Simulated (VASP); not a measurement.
Runs of VASP 6.6.1 on ZrOs. The structure is cubic, space group Pm-3m (No. 221). The conventional cell has a = 3.263 Å, b = 3.263 Å, c = 3.263 Å, α = 90.00°, β = 90.00°, γ = 90.00°. Zr (site symmetry m-3m) is surrounded by 8 Os at 2.83 Å. Os (site symmetry m-3m) is surrounded by 8 Zr at 2.83 Å. 

```tsv
task	cell	cutoff (eV)	smearing	gap on the mesh (eV)	pressure (GPa)	relaxed volume (Å³/atom)
relaxation of cell and atoms	relaxed from: cell and atoms relaxed tightly for response	600	fermi-dirac 0.15 eV	none	0.0	16.82
relaxation of cell and atoms	relaxed	600	gaussian 0.1 eV	none	0.0	(a)
single point	Pm-3m, 16.8 Å³/atom	520	gaussian 0.1 eV	none	0.4	-
single point	cell and atoms relaxed tightly for response	520	fermi-dirac 0.15 eV	none	0.4	-
```

Alike in all rows: level LDA; potentials or basis VASP PAW LDA potentials, release 64 (Zr_sv, Os); no spin polarisation; k mesh 14 × 14 × 14.

Problem. Fill in the values left out.

Solution. (a) 16.84.

A k mesh can miss the band edges, and the runs leave out spin-orbit coupling on Os, Zr.

A gap of «none» marks a metal or a gap under the smearing width.
